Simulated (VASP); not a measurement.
Output of a VASP run:

**OUTCAR**
```
 ion  position               nearest neighbor table
   1  0.500  0.000  0.000-  33 2.36  46 2.36  54 2.36  62 2.36
   2  0.750  0.250  0.000-  33 2.36  34 2.36  44 2.36  55 2.36
   3  0.750  0.000  0.250-  33 2.36  35 2.36  39 2.36  49 2.36
   4  0.000  0.000  0.000-  36 2.36  39 2.36  44 2.36  63 2.36
   5  0.250  0.250  0.000-  36 2.36  37 2.36  54 2.36  60 2.36
   6  0.500  0.500  0.000-  37 2.36  38 2.36  55 2.36  61 2.36
   7  0.750  0.750  0.000-  38 2.36  39 2.36  56 2.36  62 2.36
   8  0.250  0.000  0.250-  36 2.36  40 2.36  46 2.36  57 2.36
   9  0.495  0.254  0.249-  37 2.30  40 2.36  64 2.39  33 2.40
  10  0.750  0.504  0.251-  41 2.33  38 2.34  64 2.35  34 2.39
  11  0.500  0.000  0.500-  40 2.36  42 2.36  49 2.36  59 2.36
  12  0.750  0.248  0.496-  35 2.31  64 2.32  42 2.37  43 2.40
  13  0.750  0.000  0.750-  42 2.36  44 2.36  53 2.36  62 2.36
  14  0.000  0.500  0.000-  34 2.36  45 2.36  56 2.36  60 2.36
  15  0.250  0.750  0.000-  45 2.36  46 2.36  61 2.36  63 2.36
  16  0.000  0.250  0.250-  34 2.36  35 2.36  36 2.36  47 2.36
  17  0.250  0.500  0.250-  37 2.36  45 2.36  47 2.36  48 2.36
  18  0.500  0.750  0.250-  38 2.36  46 2.36  48 2.36  49 2.36
  19  0.000  0.000  0.500-  35 2.36  50 2.36  53 2.36  57 2.36
  20  0.250  0.250  0.500-  40 2.36  47 2.36  50 2.36  51 2.36
  21  0.496  0.501  0.502-  51 2.33  48 2.34  52 2.36  64 2.43
  22  0.750  0.750  0.500-  41 2.36  49 2.36  52 2.36  53 2.36
  23  0.250  0.000  0.750-  50 2.36  54 2.36  59 2.36  63 2.36
  24  0.500  0.250  0.750-  42 2.36  51 2.36  54 2.36  55 2.36
  25  0.750  0.500  0.750-  43 2.36  52 2.36  55 2.36  56 2.36
  26  0.000  0.750  0.250-  39 2.36  41 2.36  45 2.36  57 2.36
  27  0.000  0.500  0.500-  41 2.36  43 2.36  47 2.36  58 2.36
  28  0.250  0.750  0.500-  48 2.36  57 2.36  58 2.36  59 2.36
  29  0.000  0.250  0.750-  43 2.36  44 2.36  50 2.36  60 2.36
  30  0.250  0.500  0.750-  51 2.36  58 2.36  60 2.36  61 2.36
  31  0.500  0.750  0.750-  52 2.36  59 2.36  61 2.36  62 2.36
  32  0.000  0.750  0.750-  53 2.36  56 2.36  58 2.36  63 2.36
  33  0.625  0.125  0.125-   1 2.36   2 2.36   3 2.36   9 2.40
  34  0.875  0.375  0.125-   2 2.36  14 2.36  16 2.36  10 2.39
  35  0.875  0.125  0.375-  12 2.31   3 2.36  16 2.36  19 2.36
  36  0.125  0.125  0.125-   4 2.36   5 2.36   8 2.36  16 2.36
  37  0.375  0.375  0.125-   9 2.30   6 2.36   5 2.36  17 2.36
  38  0.625  0.625  0.125-  10 2.34   7 2.36   6 2.36  18 2.36
  39  0.875  0.875  0.125-   3 2.36   4 2.36   7 2.36  26 2.36
  40  0.375  0.125  0.375-   8 2.36  11 2.36  20 2.36   9 2.36
  41  0.875  0.625  0.375-  10 2.33  22 2.36  26 2.36  27 2.36
  42  0.625  0.125  0.625-  11 2.36  13 2.36  24 2.36  12 2.37
  43  0.875  0.375  0.625-  25 2.36  27 2.36  29 2.36  12 2.40
  44  0.875  0.125  0.875-   2 2.36   4 2.36  13 2.36  29 2.36
  45  0.125  0.625  0.125-  14 2.36  15 2.36  17 2.36  26 2.36
  46  0.375  0.875  0.125-   1 2.36   8 2.36  15 2.36  18 2.36
  47  0.125  0.375  0.375-  16 2.36  17 2.36  20 2.36  27 2.36
  48  0.375  0.625  0.375-  21 2.34  18 2.36  17 2.36  28 2.36
  49  0.625  0.875  0.375-   3 2.36  11 2.36  18 2.36  22 2.36
  50  0.125  0.125  0.625-  19 2.36  20 2.36  23 2.36  29 2.36
  51  0.375  0.375  0.625-  21 2.33  20 2.36  24 2.36  30 2.36
  52  0.625  0.625  0.625-  22 2.36  25 2.36  31 2.36  21 2.36
  53  0.875  0.875  0.625-  13 2.36  19 2.36  22 2.36  32 2.36
  54  0.375  0.125  0.875-   1 2.36   5 2.36  23 2.36  24 2.36
  55  0.625  0.375  0.875-   2 2.36   6 2.36  24 2.36  25 2.36
  56  0.875  0.625  0.875-   7 2.36  14 2.36  25 2.36  32 2.36
  57  0.125  0.875  0.375-   8 2.36  19 2.36  26 2.36  28 2.36
  58  0.125  0.625  0.625-  27 2.36  28 2.36  30 2.36  32 2.36
  59  0.375  0.875  0.625-  11 2.36  23 2.36  28 2.36  31 2.36
  60  0.125  0.375  0.875-   5 2.36  14 2.36  29 2.36  30 2.36
  61  0.375  0.625  0.875-   6 2.36  15 2.36  30 2.36  31 2.36
  62  0.625  0.875  0.875-   1 2.36   7 2.36  13 2.36  31 2.36
  63  0.125  0.875  0.875-   4 2.36  15 2.36  23 2.36  32 2.36
  64  0.629  0.374  0.375-  12 2.32  10 2.35   9 2.39  21 2.43
 Subroutine IBZKPT returns following result:
 Found      1 irreducible k-points:

 Following reciprocal coordinates:
            Coordinates               Weight
  0.000000  0.000000  0.000000      1.000000
   k-points           NKPTS =      1   k-points in BZ     NKDIM =      1   number of bands    NBANDS=    344
   number of dos      NEDOS =    301   number of ions     NIONS =     64
   total plane-waves  NPLWV = 157464
   dimension x,y,z NGX =    54 NGY =   54 NGZ =   54
   dimension x,y,z NGXF=   108 NGYF=  108 NGZF=  108
   ions per type =              32  31   1
   PREC   = normal    normal or accurate (medium, high low for compatibility)
   ISTART =      0    job   : 0-new  1-cont  2-samecut
   ICHARG =      2    charge: 1-file 2-atom 10-const
...
```

**OSZICAR**
```
...
RMM:   2    -0.222796722142E+03   -0.21780E-01   -0.25963E-01   688   0.981E-01    0.423E-01
RMM:   3    -0.222799330587E+03   -0.26084E-02   -0.39725E-02   692   0.385E-01    0.273E-01
RMM:   4    -0.222799550134E+03   -0.21955E-03   -0.78359E-03   721   0.191E-01    0.255E-01
RMM:   5    -0.222799219408E+03    0.33073E-03   -0.20702E-03   688   0.104E-01    0.820E-02
RMM:   6    -0.222799301748E+03   -0.82340E-04   -0.82306E-04   690   0.543E-02    0.647E-02
RMM:   7    -0.222799251613E+03    0.50134E-04   -0.19642E-04   687   0.278E-02    0.249E-02
RMM:   8    -0.222799261554E+03   -0.99406E-05   -0.13939E-04   638   0.196E-02    0.162E-02
RMM:   9    -0.222799258141E+03    0.34123E-05   -0.29205E-05   469   0.137E-02
   7 F= -.22279926E+03 E0= -.22276069E+03  d E =-.358291E-01
       N       E                     dE             d eps       ncg     rms          rms(c)
DAV:   1    -0.222799349461E+03   -0.87907E-04   -0.13712E+00   744   0.206E+00    0.308E-01
RMM:   2    -0.222800734300E+03   -0.13848E-02   -0.16478E-02   688   0.242E-01    0.108E-01
RMM:   3    -0.222800905141E+03   -0.17084E-03   -0.25304E-03   692   0.966E-02    0.685E-02
RMM:   4    -0.222800918190E+03   -0.13049E-04   -0.47721E-04   719   0.447E-02    0.630E-02
RMM:   5    -0.222800902306E+03    0.15884E-04   -0.16418E-04   659   0.267E-02    0.188E-02
RMM:   6    -0.222800904937E+03   -0.26309E-05   -0.39086E-05   495   0.135E-02
   8 F= -.22280090E+03 E0= -.22276234E+03  d E =-.374759E-01
       N       E                     dE             d eps       ncg     rms          rms(c)
DAV:   1    -0.222802187918E+03   -0.12856E-02   -0.24303E+00   704   0.283E+00    0.434E-01
RMM:   2    -0.222804664036E+03   -0.24761E-02   -0.28926E-02   688   0.340E-01    0.131E-01
RMM:   3    -0.222805082982E+03   -0.41895E-03   -0.50866E-03   693   0.143E-01    0.103E-01
RMM:   4    -0.222805109016E+03   -0.26034E-04   -0.95813E-04   702   0.740E-02    0.833E-02
RMM:   5    -0.222805077540E+03    0.31477E-04   -0.27211E-04   688   0.392E-02    0.264E-02
RMM:   6    -0.222805087052E+03   -0.95123E-05   -0.84198E-05   631   0.177E-02
   9 F= -.22280509E+03 E0= -.22276652E+03  d E =-.418211E-02
       N       E                     dE             d eps       ncg     rms          rms(c)
DAV:   1    -0.222804944126E+03    0.13341E-03   -0.37500E-01   744   0.111E+00    0.173E-01
RMM:   2    -0.222805359929E+03   -0.41580E-03   -0.47809E-03   688   0.142E-01    0.534E-02
RMM:   3    -0.222805427938E+03   -0.68009E-04   -0.83165E-04   694   0.587E-02    0.451E-02
RMM:   4    -0.222805432677E+03   -0.47389E-05   -0.16303E-04   698   0.313E-02    0.369E-02
RMM:   5    -0.222805427271E+03    0.54060E-05   -0.49487E-05   560   0.162E-02
  10 F= -.22280543E+03 E0= -.22276686E+03  d E =-.452233E-02
       N       E                     dE             d eps       ncg     rms          rms(c)
DAV:   1    -0.222805498060E+03   -0.65383E-04   -0.64506E-01   712   0.146E+00    0.252E-01
RMM:   2    -0.222806433844E+03   -0.93578E-03   -0.10750E-02   688   0.199E-01    0.627E-02
RMM:   3    -0.222806596959E+03   -0.16312E-03   -0.18933E-03   695   0.849E-02    0.677E-02
RMM:   4    -0.222806608059E+03   -0.11100E-04   -0.34558E-04   705   0.433E-02    0.546E-02
RMM:   5    -0.222806596521E+03    0.11538E-04   -0.11092E-04   639   0.234E-02    0.123E-02
RMM:   6    -0.222806599812E+03   -0.32913E-05   -0.26711E-05   446   0.102E-02
  11 F= -.22280660E+03 E0= -.22276803E+03  d E =-.117254E-02
```

File OUTCAR:
```
------------------------ aborting loop because EDIFF is reached ----------------------------------------
  FORCE on cell =-STRESS in cart. coord.  units (eV):
  Direction    XX          YY          ZZ          XY          YZ          ZX
  --------------------------------------------------------------------------------------
  Total      -25.8458864    -25.8480487    -25.7978545      0.0061416     -0.0201958     -0.0096479
  in kB      -32.0411280    -32.0438086    -31.9815829      0.0076137     -0.0250367     -0.0119605
  external PRESSURE =     -32.0221732 kB  Pullay stress =       0.0000000 kB
  volume of cell :     1292.39
      direct lattice vectors                 reciprocal lattice vectors
    10.892596236  0.000000000  0.000000000     0.091805478  0.000000000  0.000000000
     0.000000000 10.892596236  0.000000000     0.000000000  0.091805478  0.000000000
     0.000000000  0.000000000 10.892596236     0.000000000  0.000000000  0.091805478
  FREE ENERGIE OF THE ION-ELECTRON SYSTEM (eV)
  ---------------------------------------------------
  free  energy   TOTEN  =      -222.8065998125 eV

  energy  without entropy=     -222.7294689593  energy(sigma->0) =     -222.76803439

 reached required accuracy - stopping structural energy minimisation
```
(Selected blocks of OUTCAR.)

File POSCAR:
```
Zn32OS31
1
   10.8925962364     0.0000000000     0.0000000000
    0.0000000000    10.8925962364    -0.0000000000
   -0.0000000000    -0.0000000000    10.8925962364
Zn S O
32 31 1
Direct
  0.5000000000   0.0000000000   0.0000000000
  0.7500000000   0.2500000000   0.0000000000
  0.7500000000   0.0000000000   0.2500000000
  0.0000000000   0.0000000000   0.0000000000
  0.2500000000   0.2500000000   0.0000000000
  0.5000000000   0.5000000000   0.0000000000
  0.7500000000   0.7500000000   0.0000000000
  0.2500000000   0.0000000000   0.2500000000
  0.4954570000   0.2536460000   0.2486530000
  0.7495140000   0.5037750000   0.2513150000
  0.5000000000   0.0000000000   0.5000000000
  0.7502480000   0.2476430000   0.4956420000
  0.7500000000   0.0000000000   0.7500000000
  0.0000000000   0.5000000000   0.0000000000
  0.2500000000   0.7500000000   0.0000000000
  0.0000000000   0.2500000000   0.2500000000
  0.2500000000   0.5000000000   0.2500000000
  0.5000000000   0.7500000000   0.2500000000
  0.0000000000   0.0000000000   0.5000000000
  0.2500000000   0.2500000000   0.5000000000
  0.4961660000   0.5008090000   0.5020980000
  0.7500000000   0.7500000000   0.5000000000
  0.2500000000   0.0000000000   0.7500000000
  0.5000000000   0.2500000000   0.7500000000
  0.7500000000   0.5000000000   0.7500000000
  0.0000000000   0.7500000000   0.2500000000
  0.0000000000   0.5000000000   0.5000000000
  0.2500000000   0.7500000000   0.5000000000
  0.0000000000   0.2500000000   0.7500000000
  0.2500000000   0.5000000000   0.7500000000
  0.5000000000   0.7500000000   0.7500000000
  0.0000000000   0.7500000000   0.7500000000
  0.6250000000   0.1250000000   0.1250000000
  0.8750000000   0.3750000000   0.1250000000
  0.8750000000   0.1250000000   0.3750000000
  0.1250000000   0.1250000000   0.1250000000
  0.3750000000   0.3750000000   0.1250000000
  0.6250000000   0.6250000000   0.1250000000
  0.8750000000   0.8750000000   0.1250000000
  0.3750000000   0.1250000000   0.3750000000
  0.8750000000   0.6250000000   0.3750000000
  0.6250000000   0.1250000000   0.6250000000
  0.8750000000   0.3750000000   0.6250000000
  0.8750000000   0.1250000000   0.8750000000
  0.1250000000   0.6250000000   0.1250000000
  0.3750000000   0.8750000000   0.1250000000
  0.1250000000   0.3750000000   0.3750000000
  0.3750000000   0.6250000000   0.3750000000
  0.6250000000   0.8750000000   0.3750000000
  0.1250000000   0.1250000000   0.6250000000
  0.3750000000   0.3750000000   0.6250000000
  0.6250000000   0.6250000000   0.6250000000
  0.8750000000   0.8750000000   0.6250000000
  0.3750000000   0.1250000000   0.8750000000
  0.6250000000   0.3750000000   0.8750000000
  0.8750000000   0.6250000000   0.8750000000
  0.1250000000   0.8750000000   0.3750000000
  0.1250000000   0.6250000000   0.6250000000
  0.3750000000   0.8750000000   0.6250000000
  0.1250000000   0.3750000000   0.8750000000
  0.3750000000   0.6250000000   0.8750000000
  0.6250000000   0.8750000000   0.8750000000
  0.1250000000   0.8750000000   0.8750000000
  0.6289470000   0.3740800000   0.3747080000
```

Problem. Write an INCAR and KPOINTS that could have produced this output.

Solution. This is not unique; one that fits is the input of the run itself, PBE GGA, plane waves, VASP's PBE PAW potentials (set 64).

**KPOINTS**
```
Automatic mesh
0
Gamma
1 1 1
0 0 0
```

INCAR:
```
SYSTEM=Zn32OS31
PREC=Normal; ENCUT=400; LREAL=Auto
LASPH=.TRUE.; ISYM=0; NELECT=574.0
EDIFF=1E-5; NELM=100; NELMIN=4
ALGO=Fast; LMAXMIX=4
ISMEAR=0; SIGMA=0.05
GGA=PE
IBRION=2; NSW=60; ISIF=2
EDIFFG=-0.03
LWAVE=.FALSE.; LCHARG=.FALSE.
```

POTCAR, in this order: Zn S O (PBE.64 set). Program: vasp_gam.

At this cut-off the stress carries a Pulay error, which pulls relaxed volumes low. The cell is charged, with a uniform compensating background. The supercell is sampled at Γ alone, which is coarse: total energies, pressure and levels can be off, energies of defects by several tenths of an eV.

The cell is a supercell with a defect, built from ZnS (zinc blende): O_S, charge +2. The run is not spin-polarised, so no state with unpaired spins was tried.
